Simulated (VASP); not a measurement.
Calculation: PBEsol GGA, VASP's PBE PAW potentials (set 64) (plane waves; VASP).

The input files of a VASP run:

**INCAR**
```
ALGO = Normal
EDIFF = 1E-6
ENCUT = 240
GGA = PS
ISIF = 2
ISMEAR = 1
LASPH = .True.
LCHARG = .False.
LMAXMIX = 4
LREAL = .False.
LWAVE = .False.
NELM = 100
PREC = Accurate
SIGMA = 0.2
SYSTEM = ZnInGaO4
```

**POSCAR**
```
ZnInGaO4
1
    1.6641740000     0.9608120000     8.7779510000
   -1.6641740000     0.9608120000     8.7779510000
    0.0000000000    -1.9216230000     8.7779510000
In Ga Zn O
1 1 1 4
Direct
  0.0000000000   0.0000000000   0.0000000000
  0.7829000000   0.7829000000   0.7829000000
  0.2171000000   0.2171000000   0.2171000000
  0.8718000000   0.8718000000   0.8718000000
  0.1282000000   0.1282000000   0.1282000000
  0.7072000000   0.7072000000   0.7072000000
  0.2928000000   0.2928000000   0.2928000000
```

### KPOINTS
```
Automatic
0
G
  10 10 10
```

POTCAR, in this order: In_d Ga_d Zn O (PBE.64 set). Program: vasp_std.

Output of the run:

**OSZICAR**
```
       N       E                     dE             d eps       ncg     rms          rms(c)
DAV:   1     0.504550733242E+03    0.50455E+03   -0.19090E+04  8834   0.151E+03
DAV:   2     0.212178577453E+02   -0.48333E+03   -0.46450E+03  9736   0.420E+02
DAV:   3    -0.416193859252E+02   -0.62837E+02   -0.61567E+02  9544   0.153E+02
DAV:   4    -0.444977885256E+02   -0.28784E+01   -0.28583E+01 11373   0.348E+01
DAV:   5    -0.445694038409E+02   -0.71615E-01   -0.71549E-01 10233   0.497E+00    0.151E+01
DAV:   6    -0.417717719624E+02    0.27976E+01   -0.56111E+00 16066   0.447E+01    0.943E+00
DAV:   7    -0.414516184797E+02    0.32015E+00   -0.12334E+00 10514   0.750E+00    0.401E+00
DAV:   8    -0.413679548322E+02    0.83664E-01   -0.28087E-01 11111   0.407E+00    0.770E-01
DAV:   9    -0.413601227549E+02    0.78321E-02   -0.49005E-02 14198   0.247E+00    0.212E-01
DAV:  10    -0.413606694946E+02   -0.54674E-03   -0.62061E-03  9529   0.534E-01    0.125E-01
DAV:  11    -0.413607866476E+02   -0.11715E-03   -0.10818E-03 13033   0.301E-01    0.447E-02
DAV:  12    -0.413608720273E+02   -0.85380E-04   -0.20954E-04 10388   0.136E-01    0.169E-02
DAV:  13    -0.413608821234E+02   -0.10096E-04   -0.36665E-05 10798   0.619E-02    0.107E-02
DAV:  14    -0.413608828035E+02   -0.68012E-06   -0.70448E-06  9204   0.266E-02
   1 F= -.41360883E+02 E0= -.41361185E+02  d E =0.907684E-03
```

OUTCAR:
```
------------------------ aborting loop because EDIFF is reached ----------------------------------------
  FORCE on cell =-STRESS in cart. coord.  units (eV):
  Direction    XX          YY          ZZ          XY          YZ          ZX
  --------------------------------------------------------------------------------------
  Total      -50.0340865    -50.0341239    -53.2815034      0.0000000     -0.0000020      0.0000000
  in kB     -951.9083888   -951.9091017  -1013.6911383      0.0000000     -0.0000385      0.0000000
  external PRESSURE =    -972.5028762 kB  Pullay stress =       0.0000000 kB
  volume of cell :       84.21
      direct lattice vectors                 reciprocal lattice vectors
     1.664174000  0.960812000  8.777951000     0.300449352  0.173464449  0.037973928
    -1.664174000  0.960812000  8.777951000    -0.300449352  0.173464449  0.037973928
     0.000000000 -1.921623000  8.777951000     0.000000000 -0.346928899  0.037973947
 POSITION                                       TOTAL-FORCE (eV/Angst)
 -----------------------------------------------------------------------------------
      0.00000      0.00000      0.00000         0.000000     -0.000000     -1.423196
      0.00000      0.00000     20.61677         0.000000      0.000000      0.814265
      0.00000      0.00000      5.71708         0.000000      0.000000      0.172966
      0.00000      0.00000     22.95785         0.000000     -0.000000     -1.663307
      0.00000      0.00000      3.37600         0.000000     -0.000000     -1.214815
      0.00000      0.00000     18.62330         0.000000      0.000000      1.822684
      0.00000      0.00000      7.71055         0.000000      0.000000      1.491402
 -----------------------------------------------------------------------------------
    total drift:                               -0.000000     -0.000010     -0.001785
  FREE ENERGIE OF THE ION-ELECTRON SYSTEM (eV)
  ---------------------------------------------------
  free  energy   TOTEN  =       -41.3608828035 eV

  energy  without entropy=      -41.3617904875  energy(sigma->0) =      -41.36118536
```
(Selected blocks of OUTCAR.)

At this cut-off the stress carries a Pulay error, which pulls relaxed volumes low.

The structure was generated: ZnInGaO4 was put into an ordered model structure, which need not be its known phase. The cell was not relaxed at this level, and its volume differs by +9.3 % from the start's. The run is one of a series of settings (ENCUT = 240 against the base run), some of them coarse on purpose.
